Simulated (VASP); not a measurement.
# SiSnGe: structure and properties in VASP, part 3 of 3

What structure does SiSnGe take at this level, and what are its properties? The cell is invented: it takes the structure of a Materials Project entry for SrSiGe (space group 187 there), with some of its atoms replaced by other elements, volume scaled by an estimate. It may not be a known or stable phase.

VASP 6.6.1; MS2; plane waves and PAW (Sn_d, Ge_d, Si); invented cell.

So far. Step 3 (Relaxing cell and atoms (MS2)): It ends with forces that vanish by symmetry and a pressure of 0.01 GPa. Step 4 (Single point with fields (MS2)): In this run the pressure is 0.00 GPa, small enough to go on. The relaxed cell has a = 4.082, c = 4.517 Å (conventional setting).

### 5. Band structure (MS2)

The mesh alone shows little of the dispersion and can miss band extrema, so KPOINTS_OPT adds a path through the symmetry points after the self-consistent cycle.

The input, INCAR:

```
SYSTEM = SiSnGe
PREC = Accurate
ENCUT = 410
EDIFF = 1E-06
NELM = 100
ISMEAR = 0
SIGMA = 0.05
LREAL = .FALSE.
ALGO = Normal
METAGGA = MS2
LASPH = .TRUE.
NBANDS = 29
LORBIT = 11
LWAVE = .FALSE.
LCHARG = .FALSE.
```

The input, POSCAR:

```
SiSnGe
1.0
    4.0816096658      0.0000000000      0.0000000000
   -2.0408048329      3.5347776849      0.0000000000
    0.0000000000      0.0000000000      4.5166033928
Sn Ge Si
1 1 1
Direct
    0.6666666700      0.3333333300      0.0000000000
    0.0000000000      0.0000000000      0.5000000000
    0.3333333300      0.6666666700      0.5000000000
```

The input, KPOINTS:

```
Automatic mesh
0
Gamma
6 6 5
0 0 0
```

The input, KPOINTS_OPT:

```
Line mode
16
Line-mode
Reciprocal
  0.00000000   0.00000000   0.00000000 GAMMA
  0.50000000   0.00000000   0.00000000 M

  0.50000000   0.00000000   0.00000000 M
  0.33333333   0.33333333   0.00000000 K

  0.33333333   0.33333333   0.00000000 K
  0.00000000   0.00000000   0.00000000 GAMMA

  0.00000000   0.00000000   0.00000000 GAMMA
  0.00000000   0.00000000   0.50000000 A

  0.00000000   0.00000000   0.50000000 A
  0.50000000   0.00000000   0.50000000 L

  0.50000000   0.00000000   0.50000000 L
  0.33333333   0.33333333   0.50000000 H

  0.33333333   0.33333333   0.50000000 H
  0.00000000   0.00000000   0.50000000 A

  0.50000000   0.00000000   0.50000000 L
  0.50000000   0.00000000   0.00000000 M

  0.33333333   0.33333333   0.00000000 K
  0.33333333   0.33333333   0.50000000 H
```

The projector-augmented-wave data sets are Sn_d, Ge_d and Si (PBE family, release 64).

Started as:

```
> mpirun -np 1 vasp_std
```

The program printed:

```text
[... set-up lines as in an earlier step ...]
 entering main loop
       N       E                     dE             d eps       ncg     rms          rms(c)
DAV:   1     0.216814995630E+03    0.21681E+03   -0.11583E+04  1469   0.175E+03
DAV:   2     0.496657524120E+01   -0.21185E+03   -0.19950E+03  1252   0.491E+02
DAV:   3    -0.302368636631E+02   -0.35203E+02   -0.34701E+02  1354   0.120E+02
DAV:   4    -0.314779676164E+02   -0.12411E+01   -0.12398E+01  1532   0.254E+01
DAV:   5    -0.315040441765E+02   -0.26077E-01   -0.26075E-01  1401   0.394E+00    0.710E+00
DAV:   6    -0.142538523883E+02    0.17250E+02   -0.85352E+00  1440   0.268E+01    0.312E+00
DAV:   7    -0.142251941065E+02    0.28658E-01   -0.25552E-01  1628   0.565E+00    0.163E+00
DAV:   8    -0.142527292285E+02   -0.27535E-01   -0.49103E-02  1316   0.171E+00    0.642E-01
DAV:   9    -0.142623721955E+02   -0.96430E-02   -0.12876E-02  1383   0.104E+00    0.151E-01
DAV:  10    -0.142623208388E+02    0.51357E-04   -0.19588E-03  1536   0.384E-01    0.719E-02
DAV:  11    -0.142624149881E+02   -0.94149E-04   -0.17536E-04  1456   0.116E-01    0.267E-02
DAV:  12    -0.142624337397E+02   -0.18752E-04   -0.44381E-05  1450   0.558E-02    0.119E-02
DAV:  13    -0.142624461049E+02   -0.12365E-04   -0.87682E-06  1243   0.186E-02    0.289E-03
DAV:  14    -0.142624460632E+02    0.41766E-07   -0.67014E-07   956   0.806E-03
   1 F= -.14262446E+02 E0= -.14259851E+02  d E =-.519011E-02
 Start KPOINTS_OPT (optional k-point list driver)
k-point batch [1-21\144]
       N       E                     dE             ncg
DAV:   1    -0.716527412866E+03   -0.12009E+05     1478
DAV:   2    -0.543103079992E+04   -0.47145E+04     1239
DAV:   3    -0.622383676762E+04   -0.79281E+03     1308
DAV:   4    -0.625510769725E+04   -0.31271E+02     1451
DAV:   5    -0.625581629002E+04   -0.70859E+00     1432
DAV:   6    -0.625584302577E+04   -0.26736E-01     1574
DAV:   7    -0.625584438596E+04   -0.13602E-02     1688
DAV:   8    -0.625584439654E+04   -0.10577E-04     1411
DAV:   9    -0.625584439672E+04   -0.18219E-06      918
[...]
k-point batch [127-144\144]
       N       E                     dE             ncg
DAV:   1     0.199999828380E+04   -0.18112E+05     1266
DAV:   2    -0.206471645198E+04   -0.40647E+04     1060
DAV:   3    -0.276101647618E+04   -0.69630E+03     1205
DAV:   4    -0.278810895279E+04   -0.27092E+02     1242
DAV:   5    -0.278873031282E+04   -0.62136E+00     1306
DAV:   6    -0.278875261978E+04   -0.22307E-01     1330
DAV:   7    -0.278875413246E+04   -0.15127E-02     1525
DAV:   8    -0.278875414408E+04   -0.11622E-04     1240
DAV:   9    -0.278875414419E+04   -0.11664E-06      831
```

Run time: 12 min. Hardware: 1 MPI rank of AMD EPYC 7R43, shared host; peak memory 0.16 GiB.

OUTCAR, selected parts (step 5):

```text
   k-points           NKPTS =     21   k-points in BZ     NKDIM =     21   number of bands    NBANDS=     29

   NELECT =      32.0000    total number of electrons

 E-fermi :   7.5518

 k-point     1 :       0.0000    0.0000    0.0000
  band No.  band energies     occupation
    ...
     14       4.8041      2.00000
     15       4.8044      2.00000
     16       6.3646      2.00000
     17       7.5165      1.68270
     18       7.5165      1.68217
     19      10.9634      0.00000
     20      12.7066      0.00000
     21      13.5796      0.00000
     22      13.8002      0.00000
     23      13.8003      0.00000
    ...

  Total       -0.0160887     -0.0160887      0.0197463      0.0000000     -0.0000000      0.0000000
  in kB       -0.3955712     -0.3955712      0.4855025      0.0000000     -0.0000000      0.0000000
  external PRESSURE =      -0.1018800 kB  Pullay stress =       0.0000000 kB

 POSITION                                       TOTAL-FORCE (eV/Angst)
 -----------------------------------------------------------------------------------
      2.04080      1.17826      0.00000         0.000000      0.000000      0.000000
      0.00000      0.00000      2.25830        -0.000000     -0.000000      0.000000
     -0.00000      2.35652      2.25830         0.000000      0.000000      0.000000
 -----------------------------------------------------------------------------------
    total drift:                               -0.000108      0.000063     -0.000000

  FREE ENERGIE OF THE ION-ELECTRON SYSTEM (eV)
  ---------------------------------------------------
  free  energy   TOTEN  =       -14.2624460632 eV

  energy  without entropy=      -14.2572559508  energy(sigma->0) =      -14.25985101

[... 8 parts as in an earlier step ...]

[... 8 further parts left out ...]
```

Spin-orbit coupling is off here; with elements this heavy it splits and shifts levels by tenths of an eV or more.

This step gave:

* SCF cycles: 14
* bands: 29
* pressure: -0.01019 GPa

The electronic bands at the labelled points (eV, zero at the Fermi level; # counts the bands kept, so #1 is VASP's band 12):

| point | #2 | #3 | #4 | #5 | #6 | #7 | #8 | #9 |
| --- | --- | --- | --- | --- | --- | --- | --- | --- |
| Γ | -4.57 | -2.75 | -2.75 | -1.19 | -0.04 | -0.04 | 3.41 | 5.15 |
| 0.47 of the way | -5.20 | -3.87 | -3.82 | -1.07 | 1.80 | 1.99 | 2.44 | 4.23 |
| M | -5.10 | -4.57 | -1.54 | -1.32 | -0.76 | 0.28 | 2.91 | 3.43 |
| 0.47 of the way | -6.88 | -3.12 | -1.33 | -1.10 | -0.55 | 1.14 | 1.77 | 1.91 |
| K | -8.32 | -2.37 | -0.63 | -0.55 | -0.07 | 0.14 | 0.18 | 3.54 |
| 0.53 of the way | -6.15 | -3.72 | -3.64 | 0.10 | 0.38 | 2.34 | 2.79 | 3.09 |
| Γ | -4.57 | -2.75 | -2.75 | -1.19 | -0.04 | -0.04 | 3.41 | 5.15 |
| 0.53 of the way | -2.68 | -2.68 | -1.57 | -0.93 | 0.53 | 0.53 | 3.88 | 4.10 |
| A | -2.63 | -2.63 | -0.83 | 1.24 | 1.70 | 1.70 | 1.79 | 2.22 |
| 0.53 of the way | -6.34 | -3.51 | -2.42 | -1.14 | 0.98 | 1.20 | 3.16 | 4.15 |
| L | -7.03 | -4.98 | -4.00 | -1.86 | 0.37 | 0.58 | 5.50 | 5.68 |
| 0.47 of the way | -6.88 | -5.38 | -4.75 | -1.98 | 0.02 | 3.20 | 4.82 | 5.69 |
| H | -6.59 | -6.43 | -3.98 | -3.88 | 2.37 | 4.01 | 4.54 | 5.32 |
| 0.47 of the way | -6.69 | -4.63 | -2.61 | -1.15 | 0.54 | 1.69 | 3.76 | 3.94 |
| A | -2.63 | -2.63 | -0.83 | 1.24 | 1.70 | 1.70 | 1.79 | 2.22 |
| jump to L | -7.03 | -4.98 | -4.00 | -1.86 | 0.37 | 0.58 | 5.50 | 5.68 |
| 0.53 of the way | -5.88 | -4.34 | -3.75 | -1.96 | 1.44 | 1.53 | 2.33 | 3.19 |
| M | -5.10 | -4.57 | -1.54 | -1.32 | -0.76 | 0.28 | 2.91 | 3.43 |
| jump to K | -8.32 | -2.37 | -0.63 | -0.55 | -0.07 | 0.14 | 0.18 | 3.54 |
| 0.47 of the way | -7.92 | -4.18 | -2.80 | -2.68 | 1.47 | 2.97 | 2.97 | 3.84 |
| H | -6.59 | -6.43 | -3.98 | -3.88 | 2.37 | 4.01 | 4.54 | 5.32 |

Of the projections kept (Sn, Ge, Si), the largest for each band there; the rest of the weight can lie on other orbitals:

| point | #2 | #3 | #4 | #5 | #6 | #7 | #8 | #9 |
| --- | --- | --- | --- | --- | --- | --- | --- | --- |
| Γ | Sn 0.39 | Ge 0.62 | Ge 0.62 | Ge 0.50 | Sn 0.61 | Sn 0.61 | Sn 0.76 | Si 0.51 |
| M | Sn 0.62 | Ge 0.52 | Ge 0.64 | Sn 0.59 | Sn 0.74 | Ge 0.37 | Sn 0.79 | Sn 0.48 |
| K | Sn 0.74 | Sn 0.51 | Ge 0.92 | Si 0.82 | Sn 0.93 | Sn 0.76 | Sn 0.77 | Si 0.61 |
| Γ | Sn 0.39 | Ge 0.62 | Ge 0.62 | Ge 0.50 | Sn 0.61 | Sn 0.61 | Sn 0.76 | Si 0.51 |
| A | Ge 0.63 | Ge 0.63 | Ge 0.56 | Sn 0.52 | Ge 0.54 | Ge 0.54 | Sn 0.76 | Sn 0.99 |
| L | Sn 0.96 | Sn 0.56 | Ge 0.58 | Sn 0.37 | Sn 0.94 | Sn 0.37 | Sn 0.48 | Sn 0.45 |

There is no gap at this level.

### 6. Density of states (MS2)

Here the states are counted by energy and projected on the atoms. The mesh is finer than in the run before.

Edit INCAR of step 5 so:

```diff
@@ -5,3 +5,3 @@
 NELM = 100
-ISMEAR = 0
+ISMEAR = -5
 SIGMA = 0.05
@@ -15 +15,2 @@
 LCHARG = .FALSE.
+NEDOS = 2001
```

POSCAR is that of step 5.

The input, KPOINTS:

```
Automatic mesh
0
Gamma
9 9 7
0 0 0
```

Started as:

```
> mpirun -np 1 vasp_std
```

The program printed:

```text
[... set-up lines as in an earlier step ...]
 entering main loop
       N       E                     dE             d eps       ncg     rms          rms(c)
DAV:   1     0.210866406746E+03    0.21087E+03   -0.11566E+04  3464   0.176E+03
DAV:   2     0.352862598909E+01   -0.20734E+03   -0.19472E+03  2823   0.485E+02
DAV:   3    -0.303441996242E+02   -0.33873E+02   -0.33319E+02  3124   0.118E+02
DAV:   4    -0.315147444965E+02   -0.11705E+01   -0.11692E+01  3409   0.246E+01
DAV:   5    -0.315398899467E+02   -0.25145E-01   -0.25180E-01  3246   0.385E+00    0.710E+00
DAV:   6    -0.142654540390E+02    0.17274E+02   -0.84269E+00  3193   0.268E+01    0.314E+00
DAV:   7    -0.142495054245E+02    0.15949E-01   -0.26180E-01  3723   0.565E+00    0.164E+00
DAV:   8    -0.142788722607E+02   -0.29367E-01   -0.49201E-02  2999   0.173E+00    0.640E-01
DAV:   9    -0.142890919722E+02   -0.10220E-01   -0.13354E-02  3084   0.101E+00    0.150E-01
DAV:  10    -0.142890956693E+02   -0.36972E-05   -0.20217E-03  3513   0.399E-01    0.688E-02
DAV:  11    -0.142892168446E+02   -0.12118E-03   -0.17308E-04  3490   0.108E-01    0.263E-02
DAV:  12    -0.142892583688E+02   -0.41524E-04   -0.53237E-05  3382   0.635E-02    0.119E-02
DAV:  13    -0.142892738631E+02   -0.15494E-04   -0.74704E-06  2723   0.173E-02    0.316E-03
DAV:  14    -0.142892753638E+02   -0.15007E-05   -0.79561E-07  2075   0.921E-03    0.176E-03
DAV:  15    -0.142892784838E+02   -0.31200E-05   -0.19161E-07  1837   0.352E-03    0.409E-04
DAV:  16    -0.142892766715E+02    0.18124E-05   -0.44486E-08  1732   0.180E-03    0.307E-04
DAV:  17    -0.142892773486E+02   -0.67715E-06   -0.14033E-08  1707   0.106E-03
   1 F= -.14289277E+02 E0= -.14289277E+02  d E =0.000000E+00
 -----------------------------------------------------------------------------
|                                                                             |
|           W    W    AA    RRRRR   N    N  II  N    N   GGGG   !!!           |
|           W    W   A  A   R    R  NN   N  II  NN   N  G    G  !!!           |
|           W    W  A    A  R    R  N N  N  II  N N  N  G       !!!           |
|           W WW W  AAAAAA  RRRRR   N  N N  II  N  N N  G  GGG   !            |
|           WW  WW  A    A  R   R   N   NN  II  N   NN  G    G                |
|           W    W  A    A  R    R  N    N  II  N    N   GGGG   !!!           |
|                                                                             |
|     Tetrahedron method does not include variations of the Fermi             |
|     occupations, so forces and stress will be inaccurate. We suggest        |
|     using a different smearing scheme ISMEAR = 1 or 2 for metals in         |
|     relaxations.                                                            |
|                                                                             |
 -----------------------------------------------------------------------------
```

The job ended after 6.5 min (1 MPI rank; peak memory 0.18 GiB).

From OUTCAR (step 6):

```text
   k-points           NKPTS =     48   k-points in BZ     NKDIM =     48   number of bands    NBANDS=     29

   NELECT =      32.0000    total number of electrons

 E-fermi :   7.4684

 k-point     1 :       0.0000    0.0000    0.0000
  band No.  band energies     occupation
    ...
     12       1.7418      2.00000
     13       2.9830      2.00000
     14       4.8165      2.00000
     15       4.8168      2.00000
     16       6.3731      2.00000
     17       7.5237      0.00000
     18       7.5237      0.00000
     19      10.9625      0.00000
     20      12.7032      0.00000
     21      13.5837      0.00000
    ...

  Total        0.4690130      0.4690130     -0.7390669      0.0000000     -0.0000000      0.0000000
  in kB       11.5316097     11.5316099    -18.1714178      0.0000000     -0.0000000      0.0000000
  external PRESSURE =       1.6306006 kB  Pullay stress =       0.0000000 kB

 POSITION                                       TOTAL-FORCE (eV/Angst)
 -----------------------------------------------------------------------------------
      2.04080      1.17826      0.00000         0.000000     -0.000000      0.000000
      0.00000      0.00000      2.25830         0.000000     -0.000000      0.000000
     -0.00000      2.35652      2.25830         0.000000      0.000000      0.000000
 -----------------------------------------------------------------------------------
    total drift:                               -0.000110      0.000064     -0.000000

  FREE ENERGIE OF THE ION-ELECTRON SYSTEM (eV)
  ---------------------------------------------------
  free  energy   TOTEN  =       -14.2892773486 eV

  energy  without entropy=      -14.2892773486  energy(sigma->0) =      -14.28927735

[... 6 parts as in an earlier step ...]

[... 10 further parts left out ...]
```

With tetrahedra the forces and stress of a metal are not exact derivatives of the energy.

Numbers from this step:

```yaml
scf_cycles: 17
irreducible_k_points: 48
free_energy_toten: -14.29 eV
fermi_energy: 7.468 eV
pressure: 0.1631 GPa
dos_at_the_fermi_level: 1.569 states/eV/cell
```

The density of states has structure finer than the step of the table below, so its rows give means over 0.5 eV, whole bins alone (the curve runs from -12.0 to 5.74 eV). Peaks (eV: height): total 0.35: 2.07, 1.16: 2.15, 2.64: 2.75, 3.38: 2.13; Sn p 0.35: 0.460, 1.16: 0.463, 2.64: 0.531, 3.45: 0.405; Ge p -4.17: 0.372, 1.50: 0.226, 2.64: 0.312, 3.38: 0.289; Si p -4.23: 0.249, 2.64: 0.274, 3.38: 0.236, 5.27: 0.178; Sn s -7.94: 0.330, -6.86: 0.746.

States under -12.0 eV and over 5.7 eV are left out. The density of states by energy, zero at the Fermi level; means over each step; 7 of 9 lines; values in states/eV/cell:

```csv
energy (eV),total,Sn p,Ge p,Si p,Sn s,Ge s,Si s
-11.5,0.685,0.0105,0.0130,0.0132,0.0274,0.219,0.104
-11.0,0.847,0.0136,0.0170,0.0233,0.0229,0.297,0.116
-10.5,0.837,0.0116,0.0157,0.0298,0.0124,0.327,0.0986
-10.0,0.208,0.00197,0.00314,0.00990,0.00136,0.0936,0.0169
-9.5,0.129,0.00139,0.0121,0.00449,0.0178,0.0124,0.0210
-9.0,0.789,0.0115,0.0764,0.0260,0.0895,0.0760,0.147
-8.5,1.000,0.0143,0.0904,0.0378,0.154,0.106,0.149
-8.0,1.06,0.0139,0.0789,0.0414,0.267,0.106,0.0940
-7.5,0.811,0.0104,0.0582,0.0340,0.249,0.0726,0.0510
-7.0,1.46,0.0201,0.0919,0.0517,0.553,0.0854,0.0854
-6.5,1.01,0.0165,0.0770,0.0428,0.308,0.0865,0.0879
-6.0,0.748,0.0153,0.0665,0.0379,0.192,0.0729,0.0777
-5.5,0.657,0.0247,0.0835,0.0511,0.106,0.0523,0.0602
-5.0,0.648,0.0443,0.116,0.0750,0.0352,0.0272,0.0288
-4.5,1.27,0.106,0.247,0.164,0.0498,0.0245,0.0245
-4.0,1.80,0.161,0.344,0.227,0.0944,0.0241,0.0228
-3.5,1.27,0.123,0.224,0.149,0.100,0.0170,0.0164
-3.0,1.31,0.134,0.222,0.150,0.105,0.0169,0.0164
-2.5,1.17,0.146,0.163,0.112,0.106,0.0160,0.0148
-2.0,0.853,0.114,0.112,0.0760,0.0776,0.0113,0.00989
-1.5,0.846,0.142,0.0780,0.0551,0.0447,0.0269,0.0243
-1.0,1.15,0.216,0.0940,0.0707,0.0325,0.0411,0.0355
-0.5,1.31,0.254,0.102,0.0694,0.0198,0.0698,0.0610
0.0,1.62,0.359,0.115,0.0841,0.0216,0.0928,0.0794
0.5,1.90,0.434,0.131,0.130,0.0354,0.0781,0.0718
1.0,1.82,0.408,0.150,0.134,0.0336,0.0502,0.0559
1.5,1.91,0.386,0.202,0.160,0.0387,0.0447,0.0521
2.0,1.25,0.235,0.139,0.115,0.0293,0.0299,0.0314
2.5,2.17,0.412,0.244,0.212,0.0442,0.0448,0.0450
3.0,1.61,0.302,0.195,0.169,0.0209,0.0305,0.0270
3.5,2.00,0.378,0.269,0.223,0.0179,0.0377,0.0311
4.0,1.65,0.310,0.219,0.185,0.0178,0.0282,0.0251
4.5,1.52,0.275,0.209,0.155,0.0170,0.0198,0.0260
5.0,1.43,0.267,0.182,0.139,0.0128,0.0181,0.0194
```

The finer mesh and the other smearing move the Fermi level by -0.08 eV from the 6×6×5 run, one measure of the sampling error in the zero of the bands above. Of the states within 0.3 eV of the Fermi level, the largest shares in the PAW spheres are Sn p 22 %, Ge p 7 % and Ge s 6 %. The rest lies in smaller channels or between the spheres.

### 7. Zone-centre phonons (MS2)

Zone-centre modes test whether the atoms sit at a minimum within this cell. IBRION = 6 takes the force constants from differences of forces between displaced cells, so the forces must be tight.

The input, INCAR:

```
SYSTEM = SiSnGe
PREC = Accurate
ENCUT = 410
EDIFF = 1E-08
NELM = 100
ISMEAR = 1
SIGMA = 0.2
LREAL = .FALSE.
ALGO = Normal
METAGGA = MS2
LASPH = .TRUE.
NBANDS = 22
LORBIT = 11
LWAVE = .FALSE.
LCHARG = .FALSE.
IBRION = 6
NFREE = 2
POTIM = 0.015
ISIF = 2
NSW = 1
```

POSCAR is that of step 6.

The input, KPOINTS:

```
Automatic mesh
0
Gamma
11 11 9
0 0 0
```

Started as:

```
> mpirun -np 1 vasp_std
```

The program printed:

```text
[... set-up lines as in an earlier step ...]
 entering main loop
       N       E                     dE             d eps       ncg     rms          rms(c)
DAV:   1     0.192247076037E+03    0.19225E+03   -0.12915E+04  3856   0.232E+03
DAV:   2    -0.242078258338E+01   -0.19467E+03   -0.18798E+03  3598   0.512E+02
DAV:   3    -0.305618141062E+02   -0.28141E+02   -0.27644E+02  4282   0.142E+02
DAV:   4    -0.315221567899E+02   -0.96034E+00   -0.95938E+00  4032   0.303E+01
[...]
DAV:  19    -0.142976716686E+02    0.22140E-07   -0.19494E-10  2066   0.174E-04    0.108E-05
DAV:  20    -0.142976716923E+02   -0.23668E-07   -0.65110E-11  1982   0.985E-05    0.374E-06
DAV:  21    -0.142976716894E+02    0.28003E-08   -0.31287E-11  1958   0.633E-05
   1 F= -.14297672E+02 E0= -.14297993E+02  d E =0.962987E-03
 Found     6 degrees of freedom:
 Finite differences POTIM= 0.01500 DOF=   6
[...]
N       E                     dE             d eps       ncg     rms          rms(c)
DAV:   1    -0.142962656800E+02    0.14060E-02   -0.11299E+00 14500   0.476E+00    0.128E-01
DAV:   2    -0.142979094299E+02   -0.16437E-02   -0.25031E-02 19098   0.102E+00    0.365E-02
DAV:   3    -0.142979278601E+02   -0.18430E-04   -0.30648E-04 16050   0.120E-01    0.371E-02
DAV:   4    -0.142979241265E+02    0.37337E-05   -0.19190E-05 20448   0.288E-02    0.250E-02
[...]
DAV:   9    -0.142979251654E+02    0.49140E-07   -0.32318E-09  7946   0.463E-04    0.210E-04
DAV:  10    -0.142979250999E+02    0.65488E-07   -0.12670E-09  7856   0.332E-04    0.585E-05
DAV:  11    -0.142979251071E+02   -0.71996E-08   -0.37995E-10  7538   0.199E-04
   2 F= -.14297925E+02 E0= -.14298248E+02  d E =0.967821E-03
 Finite differences progress:
  Degree of freedom:   1/  6
  Displacement:        1/  2
  Total:               1/ 12
[...]
N       E                     dE             d eps       ncg     rms          rms(c)
DAV:   1    -0.142964294491E+02    0.14957E-02   -0.23065E+00 14380   0.618E+00    0.127E-01
DAV:   2    -0.142978964146E+02   -0.14670E-02   -0.56081E-02 17906   0.143E+00    0.520E-02
DAV:   3    -0.142979547147E+02   -0.58300E-04   -0.89550E-04 16138   0.191E-01    0.487E-02
DAV:   4    -0.142979299459E+02    0.24769E-04   -0.79233E-05 19362   0.590E-02    0.217E-02
[...]
DAV:   8    -0.142979277416E+02    0.49680E-06   -0.36633E-08 13644   0.156E-03    0.607E-04
DAV:   9    -0.142979278200E+02   -0.78370E-07   -0.67507E-09  8430   0.833E-04    0.115E-04
DAV:  10    -0.142979278169E+02    0.30814E-08   -0.21642E-09  7742   0.384E-04
```

The job ended after 54 min (1 MPI rank).

The run was cut off at its time limit.

More ranks or a longer limit would be the way on.

### 8. Results

```yaml
relaxed_volume: 21.72 Å³/atom
relaxed_conventional_cell_a_b_c: 4.082, 4.082, 4.517 Å; angles 90.0, 90.0, 120.0°
space_group_after_relaxing_within_0p02_a: P-6m2 (No. 187)
band_gap: none, a metal
dos_at_the_fermi_level: 1.57 states/eV/cell
```

**Reading.** With MS2, SiSnGe relaxes to 21.72 Å³/atom in space group P-6m2 (held by the symmetry of the run) and comes out as a metal. Not obtained: zone-centre phonons (MS2), because the run hit its time limit. Band structure (MS2): Of the bands kept, 4 cross the Fermi level on this path. Spin-orbit coupling is left out, and with elements this heavy it would split and shift bands near the Fermi level. The k-sampling is coarse for a metal, so the Fermi level, pressures and the shape of the cell carry errors. No search among competing phases was made. All values are for a static lattice at zero temperature.

[Lines on the potential files, build, host, timing and source positions are cut from VASP's logs without a mark.]

[Logs are printed without paths, hosts, clocks, repeated set-up lines and the standing remarks that a program may print on its own settings, such as how far it seeks lower states.]

[Hosts, paths, dates, database ids (printed as entryN), source tags and the programs' standing remarks are cut or masked in the printed files.]

[A measured line is paired with the nearest computed mode of its activity, which favours agreement.]
